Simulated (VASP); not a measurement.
Output of a VASP run:

File OSZICAR:
```
...
DAV:   1    -0.299603130166E+02   -0.29960E+02   -0.43030E+03  1328   0.878E+02
DAV:   2    -0.346114795412E+02   -0.46512E+01   -0.44864E+01  1088   0.567E+01
DAV:   3    -0.348182352838E+02   -0.20676E+00   -0.20452E+00  1528   0.123E+01
DAV:   4    -0.348190328312E+02   -0.79755E-03   -0.78554E-03  1152   0.103E+00
DAV:   5    -0.348190390451E+02   -0.62139E-05   -0.62134E-05  1528   0.137E-01    0.194E+01
DAV:   6    -0.337270508142E+02    0.10920E+01   -0.43372E-01  1440   0.114E+01    0.104E+01
DAV:   7    -0.338332196136E+02   -0.10617E+00   -0.20719E-01  1264   0.515E+00    0.171E+00
DAV:   8    -0.337592654363E+02    0.73954E-01   -0.23388E-01  1376   0.552E+00    0.412E-01
DAV:   9    -0.338538279434E+02   -0.94563E-01   -0.71624E-02  1112   0.173E+00    0.335E-01
DAV:  10    -0.338550464353E+02   -0.12185E-02   -0.34491E-03  1216   0.622E-01    0.233E-01
DAV:  11    -0.338614008712E+02   -0.63544E-02   -0.17209E-03  1488   0.609E-01    0.359E-01
DAV:  12    -0.338588353347E+02    0.25655E-02   -0.30077E-03  1360   0.476E-01    0.135E-01
DAV:  13    -0.338588782002E+02   -0.42865E-04   -0.41357E-04  1336   0.176E-01    0.217E-01
DAV:  14    -0.338586629277E+02    0.21527E-03   -0.53101E-05  1488   0.919E-02    0.145E-01
DAV:  15    -0.338585904945E+02    0.72433E-04   -0.19673E-05  1408   0.514E-02    0.109E-01
DAV:  16    -0.338585911253E+02   -0.63084E-06   -0.66395E-06  1576   0.361E-02
   1 F= -.33858591E+02 E0= -.33858253E+02  d E =-.338586E+02
       N       E                     dE             d eps       ncg     rms          rms(c)
DAV:   1    -0.338634653690E+02   -0.48749E-02   -0.10848E-01  1352   0.539E+00    0.433E-01
DAV:   2    -0.338596864726E+02    0.37789E-02   -0.47547E-03  1408   0.129E+00    0.186E-01
DAV:   3    -0.338584346252E+02    0.12518E-02   -0.44826E-03  1456   0.118E+00    0.793E-02
DAV:   4    -0.338585763472E+02   -0.14172E-03   -0.28037E-04  1400   0.193E-01    0.492E-02
DAV:   5    -0.338585582795E+02    0.18068E-04   -0.50007E-05  1424   0.875E-02    0.816E-03
DAV:   6    -0.338585966338E+02   -0.38354E-04   -0.16938E-05  1240   0.460E-02    0.422E-03
DAV:   7    -0.338585912257E+02    0.54082E-05   -0.14689E-06   992   0.211E-02    0.443E-03
DAV:   8    -0.338585963910E+02   -0.51653E-05   -0.10182E-06   616   0.184E-02    0.817E-04
DAV:   9    -0.338585953241E+02    0.10669E-05   -0.87359E-08   480   0.474E-03    0.183E-04
DAV:  10    -0.338585953120E+02    0.12136E-07   -0.21442E-08   456   0.448E-03
   2 F= -.33858595E+02 E0= -.33858462E+02  d E =-.418663E-05
       N       E                     dE             d eps       ncg     rms          rms(c)
DAV:   1    -0.338602608649E+02   -0.16655E-02   -0.34987E-02  1352   0.297E+00    0.239E-01
DAV:   2    -0.338590472724E+02    0.12136E-02   -0.15289E-03  1408   0.731E-01    0.103E-01
DAV:   3    -0.338586423902E+02    0.40488E-03   -0.13688E-03  1456   0.656E-01    0.435E-02
DAV:   4    -0.338586915682E+02   -0.49178E-04   -0.85129E-05  1408   0.112E-01    0.274E-02
DAV:   5    -0.338586995737E+02   -0.80055E-05   -0.15956E-05  1408   0.484E-02    0.379E-03
DAV:   6    -0.338587048209E+02   -0.52472E-05   -0.48648E-06  1248   0.270E-02    0.231E-03
DAV:   7    -0.338587064803E+02   -0.16594E-05   -0.40967E-07   472   0.116E-02    0.229E-03
DAV:   8    -0.338587047234E+02    0.17569E-05   -0.35434E-07   456   0.129E-02    0.670E-04
DAV:   9    -0.338587053338E+02   -0.61039E-06   -0.41145E-08   472   0.345E-03
   3 F= -.33858705E+02 E0= -.33858474E+02  d E =-.114208E-03
```

File OUTCAR:
```
------------------------ aborting loop because EDIFF is reached ----------------------------------------
  FORCE on cell =-STRESS in cart. coord.  units (eV):
  Direction    XX          YY          ZZ          XY          YZ          ZX
  --------------------------------------------------------------------------------------
  Total       -0.0084383     -0.0084383     -0.0084383      0.0000000      0.0000000      0.0000000
  in kB       -0.4431338     -0.4431338     -0.4431338      0.0000000      0.0000000      0.0000000
  external PRESSURE =      -0.4431338 kB  Pullay stress =       0.0000000 kB
  volume of cell :       30.51
      direct lattice vectors                 reciprocal lattice vectors
     0.000000000  2.480087681  2.480087681    -0.201605775  0.201605775  0.201605775
     2.480087681  0.000000000  2.480087681     0.201605775 -0.201605775  0.201605775
     2.480087681  2.480087681 -0.000000000     0.201605775  0.201605775 -0.201605775
 POSITION                                       TOTAL-FORCE (eV/Angst)
 -----------------------------------------------------------------------------------
      0.00000      0.00000      0.00000         0.000000      0.000000     -0.000000
 -----------------------------------------------------------------------------------
    total drift:                               -0.000000      0.000000      0.000000
  FREE ENERGIE OF THE ION-ELECTRON SYSTEM (eV)
  ---------------------------------------------------
  free  energy   TOTEN  =       -33.8587053338 eV

  energy  without entropy=      -33.8580109344  energy(sigma->0) =      -33.85847387

 reached required accuracy - stopping structural energy minimisation
```
(Selected blocks of OUTCAR.)

POSCAR:
```
Er
1
    0.0000000000     2.4845060000     2.4845060000
    2.4845060000     0.0000000000     2.4845060000
    2.4845060000     2.4845060000     0.0000000000
Er
1
Direct
  0.0000000000   0.0000000000   0.0000000000
```

Question: Write an INCAR and KPOINTS that could have produced this output.

Answer: One answer among several that fit: the input of the run itself, r2SCAN meta-GGA, plane waves, VASP's PBE PAW potentials (set 64).

File KPOINTS:
```
Automatic mesh
0
Gamma
11 11 11
0 0 0
```

INCAR:
```
ALGO  =  Normal
EDIFF  =  1E-6
EDIFFG  =  -0.01
ENCUT  =  400
IBRION  =  2
ISIF  =  3
ISMEAR  =  1
LASPH  =  T
LCHARG  =  F
LMAXMIX  =  6
LMIXTAU  =  T
LREAL  =  F
LWAVE  =  F
METAGGA  =  R2SCAN
NELM  =  100
NSW  =  60
PREC  =  Accurate
SIGMA  =  0.1
SYSTEM  =  Er
```

POTCAR, in this order: Er_3 (PBE.64 set). Program: vasp_std.

The 4f electrons are frozen in the core of the lanthanide potential, so 4f levels, which can set the real gap, and their magnetism are missing.

The structure was generated: Er was put into the fcc type (Fm-3m), which need not be its known phase. This run relaxes it. Symmetry was kept, so distortions that lower it aren't found.
